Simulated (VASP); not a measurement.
Output of a VASP run:

### OSZICAR
```
       N       E                     dE             d eps       ncg     rms          rms(c)
DAV:   1     0.683730562351E+02    0.68373E+02   -0.84974E+03  1976   0.131E+03
DAV:   2     0.578495569005E-01   -0.68315E+02   -0.67373E+02  2030   0.397E+02
DAV:   3    -0.411635797437E+01   -0.41742E+01   -0.38923E+01  3238   0.606E+01
DAV:   4    -0.422474084980E+01   -0.10838E+00   -0.10648E+00  3122   0.818E+00
DAV:   5    -0.422656184106E+01   -0.18210E-02   -0.18199E-02  2826   0.979E-01    0.235E+01
DAV:   6    -0.423102304400E+01   -0.44612E-02   -0.30529E-02  3182   0.199E+00    0.140E+01
DAV:   7    -0.424565201547E+01   -0.14629E-01   -0.60546E-02  3032   0.282E+00    0.359E-01
DAV:   8    -0.424549721075E+01    0.15480E-03   -0.38000E-03  2602   0.556E-01    0.591E-02
DAV:   9    -0.424553289888E+01   -0.35688E-04   -0.21851E-04  3181   0.155E-01    0.308E-02
DAV:  10    -0.424552995145E+01    0.29474E-05   -0.33007E-05  2939   0.536E-02    0.477E-02
DAV:  11    -0.424553025696E+01   -0.30552E-06   -0.44871E-06  2509   0.192E-02    0.196E-03
DAV:  12    -0.424553043703E+01   -0.18007E-06   -0.36937E-07  2089   0.652E-03    0.119E-03
DAV:  13    -0.424553043211E+01    0.49185E-08   -0.31720E-08  1483   0.247E-03
   1 F= -.42455304E+01 E0= -.42447943E+01  d E =-.424553E+01
       N       E                     dE             d eps       ncg     rms          rms(c)
DAV:   1    -0.424626916988E+01   -0.73873E-03   -0.22905E-02  2126   0.119E+00    0.118E-01
DAV:   2    -0.424594556976E+01    0.32360E-03   -0.83636E-04  2946   0.380E-01    0.667E-02
DAV:   3    -0.424577155303E+01    0.17402E-03   -0.18572E-04  2972   0.132E-01    0.345E-02
DAV:   4    -0.424577247705E+01   -0.92401E-06   -0.32332E-05  2872   0.463E-02    0.145E-02
DAV:   5    -0.424577230869E+01    0.16836E-06   -0.10258E-06  2990   0.107E-02    0.131E-03
DAV:   6    -0.424577228538E+01    0.23312E-07   -0.11569E-07  1456   0.320E-03
   2 F= -.42457723E+01 E0= -.42450889E+01  d E =-.241853E-03
       N       E                     dE             d eps       ncg     rms          rms(c)
DAV:   1    -0.424599535958E+01   -0.22305E-03   -0.83050E-03  2091   0.719E-01    0.707E-02
DAV:   2    -0.424587763000E+01    0.11773E-03   -0.30411E-04  2954   0.229E-01    0.402E-02
DAV:   3    -0.424581431364E+01    0.63316E-04   -0.67755E-05  2951   0.796E-02    0.207E-02
DAV:   4    -0.424581472229E+01   -0.40865E-06   -0.11972E-05  2847   0.281E-02    0.880E-03
DAV:   5    -0.424581466830E+01    0.53988E-07   -0.32162E-07  1813   0.631E-03
   3 F= -.42458147E+01 E0= -.42451627E+01  d E =-.284236E-03
```

**OUTCAR**
```
------------------------ aborting loop because EDIFF is reached ----------------------------------------
  FORCE on cell =-STRESS in cart. coord.  units (eV):
  Direction    XX          YY          ZZ          XY          YZ          ZX
  --------------------------------------------------------------------------------------
  Total       -0.9038914     -0.9038915     -0.8989895     -0.0000000      0.0000000      0.0000000
  in kB      -23.7309087    -23.7309097    -23.6022128     -0.0000000      0.0000000      0.0000000
  external PRESSURE =     -23.6880104 kB  Pullay stress =       0.0000000 kB
  volume of cell :       61.03
      direct lattice vectors                 reciprocal lattice vectors
     1.783958217 -3.089906335  0.000000000     0.280275623 -0.161817203  0.000000000
     1.783958217  3.089906335 -0.000000000     0.280275623  0.161817203  0.000000000
     0.000000000  0.000000000  5.535444518     0.000000000  0.000000000  0.180653965
 POSITION                                       TOTAL-FORCE (eV/Angst)
 -----------------------------------------------------------------------------------
      1.78396      1.02997      1.38386         0.000000     -0.000000      0.000000
      1.78396     -1.02997      4.15158        -0.000000      0.000000      0.000000
 -----------------------------------------------------------------------------------
    total drift:                               -0.000001      0.000071     -0.000012
  FREE ENERGIE OF THE ION-ELECTRON SYSTEM (eV)
  ---------------------------------------------------
  free  energy   TOTEN  =        -4.2458146683 eV

  energy  without entropy=       -4.2438588806  energy(sigma->0) =       -4.24516274

 reached required accuracy - stopping structural energy minimisation
```
(Selected blocks of OUTCAR.)

POSCAR:
```
Tm
1
    1.7873426271    -3.0957683105     0.0000000000
    1.7873426271     3.0957683105     0.0000000000
    0.0000000000     0.0000000000     5.5145011510
Tm
2
Direct
  0.3333330000   0.6666670000   0.2500000000
  0.6666670000   0.3333330000   0.7500000000
```

Q: Write an INCAR and KPOINTS that could have produced this output.

A: This is not unique; one that fits is the input of the run itself, vdW-DF-cx, plane waves, VASP's PBE PAW potentials (set 64).

File KPOINTS:
```
kpoints
0
gamma
  12 12 7
```

**INCAR**
```
AGGAC  =  0.0
ISIF  =  4
SIGMA  =  0.1
LUSE_VDW  =  .TRUE.
LWAVE  =  .FALSE.
ENCUT  =  520
LREAL  =  .FALSE.
LMAXMIX  =  6   # l cut-off of mixed one-centre charges
EDIFF  =  1E-7
IBRION  =  2   # conjugate gradients
EDIFFG  =  -0.01   # ionic stop
LASPH  =  .TRUE.
LCHARG  =  .FALSE.
NELM  =  100   # most electronic steps
GGA  =  CX
ALGO  =  Normal
PREC  =  Accurate
SYSTEM  =  Tm
NSW  =  30
ISMEAR  =  1
```

POTCAR, in this order: Tm_3 (PBE.64 set). Program: vasp_std.

The 4f electrons are frozen in the core of the lanthanide potential, so 4f levels, which can set the real gap, and their magnetism are missing.

The compound is Tm in the hcp structure. This cell is one point of a volume scan, at 1.06 of the reference volume. Symmetry was kept, so distortions that lower it aren't found.
